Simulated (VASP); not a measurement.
Here is the system:

```yaml
crystal:
  lattice:
    - [3.99370, 0.00000, 0.00000]
    - [0.00000, 3.99370, 0.00000]
    - [0.00000, 0.00000, 3.99370]
  atoms:
    - { symbol: K, position: [0.00000, 0.00000, 0.00000] }
    - { symbol: Zn, position: [0.50000, 0.50000, 0.50000] }
    - { symbol: F, position: [0.50000, 0.00000, 0.50000] }
    - { symbol: F, position: [0.00000, 0.50000, 0.50000] }
    - { symbol: F, position: [0.50000, 0.50000, 0.00000] }
```

These are PBE GGA, VASP's PBE PAW potentials (set 64) (plane waves; VASP) values and carry that method's errors. Numerical set-up: 400 eV cut-off, 4×4×4 Γ-centred mesh, Fermi-Dirac smearing of 0.010 eV, potentials K_sv Zn F.

**Question.** Give the energies of bands 9 to 22 at the high-symmetry points, in eV from the valence-band maximum.

**Answer.** 
```json
[
 {"band": "9", "Γ": "-4.53", "X": "-4.39", "M": "-5.58", "R": "-5.57"},
 {"band": "10", "Γ": "-4.53", "X": "-4.39", "M": "-4.86", "R": "-5.57"},
 {"band": "11", "Γ": "-3.47", "X": "-4.02", "M": "-4.10", "R": "-4.56"},
 {"band": "12", "Γ": "-3.47", "X": "-4.02", "M": "-4.10", "R": "-4.56"},
 {"band": "13", "Γ": "-3.47", "X": "-3.46", "M": "-4.04", "R": "-4.56"},
 {"band": "14", "Γ": "-3.08", "X": "-3.21", "M": "-2.65", "R": "-2.00"},
 {"band": "15", "Γ": "-3.08", "X": "-3.08", "M": "-2.65", "R": "-2.00"},
 {"band": "16", "Γ": "-2.38", "X": "-2.59", "M": "-2.50", "R": "-2.00"},
 {"band": "17", "Γ": "-2.38", "X": "-2.33", "M": "-2.17", "R": "-1.75"},
 {"band": "18", "Γ": "-2.38", "X": "-2.33", "M": "-1.97", "R": "-1.75"},
 {"band": "19", "Γ": "-2.12", "X": "-1.88", "M": "-1.97", "R": "-1.75"},
 {"band": "20", "Γ": "-2.12", "X": "-1.88", "M": "-1.78", "R": "0.00"},
 {"band": "21", "Γ": "-2.12", "X": "-1.60", "M": "-0.01", "R": "0.00"},
 {"band": "22", "Γ": "3.91", "X": "6.78", "M": "8.23", "R": "8.37"}
]
```

The gap is indirect, 3.91 eV, from the valence maximum at R to the conduction minimum at Γ.

The structure is a typed KZnF3 crystal (Pm-3m). The cell was not relaxed at this level.
